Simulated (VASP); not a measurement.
# Sn2Pb with vdW-DF-cx: from relaxation to properties, part 5 of 7

What structure does Sn2Pb take at this level, and what are its properties? The cell is invented: it takes the structure of COD entry 8102994, BaSn2 (space group 164 there), with some of its atoms replaced by other elements, volume scaled by an estimate. It may not be a known or stable phase.

VASP 6.6.1, plane waves and PAW; the level of theory is named at each step.

Still holding for the runs below: The k-mesh is coarse for a metal.

So far. Step 11 (Volume scan with vdW-DF-cx, volume scale 1): The run ends at a pressure of -0.01 GPa, with forces up to 7.4e-4 eV/Å.

**12. Volume scan with vdW-DF-cx, volume scale 1.02**

Level of this step: vdW-DF-cx; plane waves and PAW (Pb_d, Sn_d); invented cell (VASP).

Contents of INCAR:

```
SYSTEM = Sn2Pb
PREC = Accurate
ENCUT = 400
EDIFF = 1E-06
NELM = 100
ISMEAR = 1
SIGMA = 0.2
LREAL = .FALSE.
ALGO = Normal
GGA = CX
AGGAC = 0
LUSE_VDW = .TRUE.
LASPH = .TRUE.
NBANDS = 27
LORBIT = 11
LWAVE = .FALSE.
LCHARG = .FALSE.
ISIF = 2
```

Contents of POSCAR:

```
Sn2Pb
1.0
    4.5146486629      0.0000000449      0.0000000000
   -2.2573237496      3.9097999138      0.0000000000
    0.0000000000      0.0000000000      5.1637184257
Pb Sn
1 2
Direct
    0.0000000000      0.0000000000      0.5000000000
    0.6666666700      0.3333333300      0.8632813417
    0.3333333300      0.6666666700      0.1367186583
```

Contents of KPOINTS:

```
Automatic mesh
0
Gamma
6 6 5
0 0 0
```

The projector-augmented-wave data sets are Pb_d and Sn_d (PBE family, release 64).

Command:

```console
mpirun -np 1 vasp_std
```

The log of the run:

```text
[... set-up lines as in an earlier step ...]
 entering main loop
       N       E                     dE             d eps       ncg     rms          rms(c)
DAV:   1     0.400414092039E+03    0.40041E+03   -0.18942E+04  1469   0.193E+03
DAV:   2     0.419017238494E+02   -0.35851E+03   -0.35381E+03  1458   0.476E+02
DAV:   3    -0.244531130603E+00   -0.42146E+02   -0.41695E+02  1683   0.177E+02
DAV:   4    -0.187744069941E+01   -0.16329E+01   -0.16287E+01  1634   0.400E+01
[...]
DAV:  11    -0.186042395157E+01   -0.40428E-05   -0.47729E-05  1712   0.433E-02    0.528E-03
DAV:  12    -0.186042239409E+01    0.15575E-05   -0.29044E-06  1354   0.153E-02    0.157E-03
DAV:  13    -0.186042229352E+01    0.10057E-06   -0.47539E-07   858   0.567E-03
   1 F= -.18604223E+01 E0= -.18602587E+01  d E =-.490783E-03
```

It took 41 s on 1 MPI rank of Intel Xeon 6975P-C (Granite Rapids), shared host; peak memory 0.4 GiB.

From OUTCAR (step 12):

```text
  Total       -0.5639725     -0.5639723     -0.4616524     -0.0000001     -0.0000000      0.0000000
  in kB       -9.9135095     -9.9135070     -8.1149271     -0.0000016     -0.0000000      0.0000000
  external PRESSURE =      -9.3139812 kB  Pullay stress =       0.0000000 kB

 POSITION                                       TOTAL-FORCE (eV/Angst)
 -----------------------------------------------------------------------------------
      0.00000      0.00000      2.58186         0.000000      0.000000      0.000000
      2.25732      1.30327      4.45774         0.000000     -0.000000      0.029361
      0.00000      2.60653      0.70598        -0.000000      0.000000     -0.029361
 -----------------------------------------------------------------------------------
    total drift:                               -0.000000      0.000000      0.000000

  FREE ENERGIE OF THE ION-ELECTRON SYSTEM (eV)
  ---------------------------------------------------
  free  energy   TOTEN  =        -1.8604222935 eV

  energy  without entropy=       -1.8599315105  energy(sigma->0) =       -1.86025870

[... 1 part as in an earlier step ...]

[... 2 further parts left out ...]
[key lines of the parts left out:]
E-fermi :   6.6363
```

The pressure falls from -0.01 to -0.93 GPa.

The run ends at a pressure of -0.93 GPa, with forces up to 0.029 eV/Å.

**13. Volume scan with vdW-DF-cx, volume scale 1.04**

INCAR is that of step 12.

Contents of POSCAR:

```
Sn2Pb
1.0
    4.5439653847      0.0000000452      0.0000000000
   -2.2719821068      3.9351889363      0.0000000000
    0.0000000000      0.0000000000      5.1972500044
Pb Sn
1 2
Direct
    0.0000000000      0.0000000000      0.5000000000
    0.6666666700      0.3333333300      0.8632813417
    0.3333333300      0.6666666700      0.1367186583
```

KPOINTS is that of step 12.

Command:

```console
mpirun -np 1 vasp_std
```

The log of the run:

```text
[... set-up lines as in an earlier step ...]
 entering main loop
       N       E                     dE             d eps       ncg     rms          rms(c)
DAV:   1     0.393467068290E+03    0.39347E+03   -0.18895E+04  1469   0.192E+03
DAV:   2     0.405144280477E+02   -0.35295E+03   -0.34859E+03  1458   0.468E+02
DAV:   3    -0.301351506350E+00   -0.40816E+02   -0.40448E+02  1675   0.173E+02
DAV:   4    -0.186947968014E+01   -0.15681E+01   -0.15560E+01  1697   0.391E+01
[...]
DAV:  11    -0.184610727619E+01   -0.42375E-05   -0.46504E-05  1744   0.435E-02    0.560E-03
DAV:  12    -0.184610583587E+01    0.14403E-05   -0.28690E-06  1339   0.151E-02    0.146E-03
DAV:  13    -0.184610570524E+01    0.13063E-06   -0.42056E-07   864   0.579E-03
   1 F= -.18461057E+01 E0= -.18461292E+01  d E =0.704258E-04
```

It took 40 s on 1 MPI rank; peak memory 0.41 GiB.

From OUTCAR (step 13):

```text
  Total       -1.0723817     -1.0723814     -0.9074115     -0.0000002     -0.0000000      0.0000000
  in kB      -18.4878222    -18.4878175    -15.6437412     -0.0000029     -0.0000000      0.0000000
  external PRESSURE =     -17.5397937 kB  Pullay stress =       0.0000000 kB

 POSITION                                       TOTAL-FORCE (eV/Angst)
 -----------------------------------------------------------------------------------
      0.00000      0.00000      2.59863         0.000000      0.000000      0.000000
      2.27198      1.31173      4.48669        -0.000000      0.000000      0.056135
      0.00000      2.62346      0.71056         0.000000      0.000000     -0.056135
 -----------------------------------------------------------------------------------
    total drift:                               -0.000000      0.000000      0.000000

  FREE ENERGIE OF THE ION-ELECTRON SYSTEM (eV)
  ---------------------------------------------------
  free  energy   TOTEN  =        -1.8461057052 eV

  energy  without entropy=       -1.8461761311  energy(sigma->0) =       -1.84612918

[... 1 part as in an earlier step ...]

[... 2 further parts left out ...]
[key lines of the parts left out:]
E-fermi :   6.4272
```

The pressure falls from -0.93 to -1.75 GPa.

The run ends at a pressure of -1.75 GPa, with forces up to 0.056 eV/Å.

**14. Volume scan with vdW-DF-cx, volume scale 1.06**

A prediction first. A parabola through the 6 pressures of evenly scaled cells so far, P = -0.01 -49.3 t +125 t² GPa with t = ln(V/V₁) and V₁ the volume at scale 1, gives -2.46 GPa at t = +0.0583.

INCAR is that of step 13.

Contents of POSCAR:

```
Sn2Pb
1.0
    4.5729086197      0.0000000455      0.0000000000
   -2.2864537205      3.9602545098      0.0000000000
    0.0000000000      0.0000000000      5.2303544001
Pb Sn
1 2
Direct
    0.0000000000      0.0000000000      0.5000000000
    0.6666666700      0.3333333300      0.8632813417
    0.3333333300      0.6666666700      0.1367186583
```

KPOINTS is that of step 13.

Command:

```console
mpirun -np 1 vasp_std
```

The log of the run:

```text
[... set-up lines as in an earlier step ...]
 entering main loop
       N       E                     dE             d eps       ncg     rms          rms(c)
DAV:   1     0.396561172049E+03    0.39656E+03   -0.19135E+04  1461   0.189E+03
DAV:   2     0.413077830624E+02   -0.35525E+03   -0.35089E+03  1458   0.474E+02
DAV:   3    -0.295641847087E+00   -0.41603E+02   -0.41252E+02  1749   0.175E+02
DAV:   4    -0.184536320114E+01   -0.15497E+01   -0.15474E+01  1679   0.392E+01
[...]
DAV:  11    -0.182307003372E+01   -0.43322E-05   -0.40577E-05  1768   0.409E-02    0.523E-03
DAV:  12    -0.182306873814E+01    0.12956E-05   -0.27206E-06  1347   0.145E-02    0.132E-03
DAV:  13    -0.182306856812E+01    0.17002E-06   -0.37568E-07   867   0.604E-03
   1 F= -.18230686E+01 E0= -.18232356E+01  d E =0.501067E-03
```

Run time: 41 s. Hardware: 1 MPI rank; peak memory 0.4 GiB.

Parts of OUTCAR (step 14):

```text
  Total       -1.5445048     -1.5445044     -1.3206411     -0.0000002      0.0000000      0.0000000
  in kB      -26.1248081    -26.1248015    -22.3382237     -0.0000041      0.0000000      0.0000000
  external PRESSURE =     -24.8626111 kB  Pullay stress =       0.0000000 kB

 POSITION                                       TOTAL-FORCE (eV/Angst)
 -----------------------------------------------------------------------------------
      0.00000      0.00000      2.61518         0.000000     -0.000000      0.000000
      2.28645      1.32008      4.51527        -0.000000     -0.000000      0.080803
      0.00000      2.64017      0.71509        -0.000000      0.000000     -0.080803
 -----------------------------------------------------------------------------------
    total drift:                               -0.000000      0.000000      0.000000

  FREE ENERGIE OF THE ION-ELECTRON SYSTEM (eV)
  ---------------------------------------------------
  free  energy   TOTEN  =        -1.8230685681 eV

  energy  without entropy=       -1.8235696352  energy(sigma->0) =       -1.82323559

[... 1 part as in an earlier step ...]

[... 2 further parts left out ...]
[key lines of the parts left out:]
E-fermi :   6.2261
```

The pressure falls from -1.75 to -2.49 GPa. The parabola predicted -2.46 GPa, +0.03 GPa off.

**15. The series together**

Times are for 1 MPI rank of Intel Xeon 6975P-C (Granite Rapids), shared host. The series side by side:

| no. | volume scale | energy above the lowest point (meV/atom) | pressure (GPa) | time | memory (GiB) |
| --- | --- | --- | --- | --- | --- |
| 1 | 0.94 | 19.53 | 3.525 | 40 s | 0.4 |
| 2 | 0.96 | 8.55 | 2.207 | 40 s | 0.4 |
| 3 | 0.98 | 2.2 | 1.037 | 40 s | 0.4 |
| 4 | 1 | 0 | -0.006305 | 40 s | 0.4 |
| 5 | 1.02 | 1.46 | -0.9314 | 41 s | 0.4 |
| 6 | 1.04 | 6.17 | -1.754 | 40 s | 0.41 |
| 7 | 1.06 | 13.81 | -2.486 | 41 s | 0.4 |

**16. Fit for vdW-DF-cx**

This step: Birch-Murnaghan fit, vdW-DF-cx; plane waves and PAW; invented cell (VASP 6.6.1).

This step runs nothing: it gathers the runs above.

Numbers from this step:

| Quantity | Value |
| --- | --- |
| pressure derivative of the bulk modulus | 4.897 |
| r.m.s. error of the fit | 6.43e-6 eV/atom |
| minimum inside the sampled range | yes |
| bulk modulus | 48.90 GPa |
| equilibrium volume of the fit | 29.84 Å³/atom |

Energy above the fitted minimum against volume:

| volume (Å³/atom) | energy above the fitted minimum (eV/atom) |
| --- | --- |
| 28.00 | 0.0195 |
| 28.59 | 0.00857 |
| 29.19 | 0.00221 |
| 29.79 | 1.6e-5 |
| 30.38 | 0.00148 |
| 30.98 | 0.00619 |
| 31.57 | 0.0138 |

The fitted volume lies +0.17 % from the relaxed one. At a finite cutoff and mesh the minimum of the energy and the zero of the stress don't quite coincide, and the relaxation stops at a threshold. The atoms bear forces along the scan, since they were held; freeing them would lower the modulus.

(Continued in part 6 of 7.)

[Lines on the potential files, build, host, timing and source positions are cut from VASP's logs without a mark.]

[Logs are printed without paths, hosts, clocks, repeated set-up lines and the standing remarks that a program may print on its own settings, such as how far it seeks lower states.]

[Hosts, paths, dates, database ids (printed as entryN), source tags and the programs' standing remarks are cut or masked in the printed files.]

[A measured line is paired with the nearest computed mode of its activity, which favours agreement.]
